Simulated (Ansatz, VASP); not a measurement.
# Ag3F: VASP beside Ansatz

File INCAR:

```
ALGO     = Normal         # electronic algorithm
EDIFF    = 1E-6           # SCF threshold, eV
EDIFFG   = -0.04          # ionic threshold
ENCUT    = 600            # plane-wave cutoff, eV
GGA      = PE             # functional
IBRION   = 2              # ionic algorithm
ISIF     = 3              # what is computed and relaxed
ISMEAR   = 0              # smearing method
LASPH    = T              # aspherical terms in the spheres
LCHARG   = F              # write CHGCAR
LREAL    = F              # projectors in reciprocal space
LWAVE    = F              # write WAVECAR
NELM     = 80             # most SCF steps
NSW      = 90             # ionic steps
PREC     = Accurate       # precision mode
SIGMA    = 0.1            # smearing width, eV
```

File KPOINTS:

```
k-points
0
Gamma
  6 6 6
```

The input POSCAR:

```
Ag3F
1.0
    0.0000000000      3.2203699120      3.2203699120
    3.2203699120      0.0000000000      3.2203699120
    3.2203699120      3.2203699120      0.0000000000
Ag F
3 1
Direct
    0.2500000000      0.2500000000      0.2500000000
    0.7500000000      0.7500000000      0.7500000000
    0.5000000000      0.5000000000      0.5000000000
    0.0000000000      0.0000000000      0.0000000000
```

Input for Ansatz:

```yaml
crystal:
  lattice:
    - [0.0, 3.220369912, 3.220369912]
    - [3.220369912, 0.0, 3.220369912]
    - [3.220369912, 3.220369912, 0.0]
  atoms:
    - { symbol: Ag, position: [0.25, 0.25, 0.25] }
    - { symbol: Ag, position: [0.75, 0.75, 0.75] }
    - { symbol: Ag, position: [0.5, 0.5, 0.5] }
    - { symbol: F, position: [0.0, 0.0, 0.0] }
basis:
  ecutwfc: 420
kpoints:
  mp_grid: { grid: [6, 6, 6] }
hamiltonian:
  xc: pbe
scf:
  occupations: { method: gaussian, width: 0.1 }
  lower_state_search: "off"
output:
  forces: true
  stress: true
  eigenvalues: true
relax:
  adjacent_minimum: "off"
  f_tol: 0.04
  max_steps: 70
  cell: { stress_tol: 0.4 }
```

Change from the starting cell: species swapped into the SrCa3 type (Fm-3m, No. 225).

Alike in both runs: task relaxation of cell and atoms; functional PBE; k mesh 6 × 6 × 6; occupations gaussian, width 0.1 eV; no spin polarisation.

```csv
,VASP,Ansatz
version,VASP 6.6.1,Ansatz 0.2.0
potentials or method,"VASP PAW PBE potentials, release 64 (Ag, F)","scalar-relativistic, plane waves, PAW"
plane-wave cutoff (eV),600,420
valence electrons in the cell,40,64
```

```csv
,VASP,Ansatz,Ansatz less VASP
"gap on the k mesh at the Fermi level, each at its own relaxed structure (eV)",none,none,-
relaxed volume (Å³/atom),16.56,16.70,+0.141
relaxed cell length with the largest relative difference (Å),4.541,4.554,+0.0129
```

A gap of «none» marks a metal or a gap that the smearing closes. The two sets of potentials don't hold the same shells in valence.
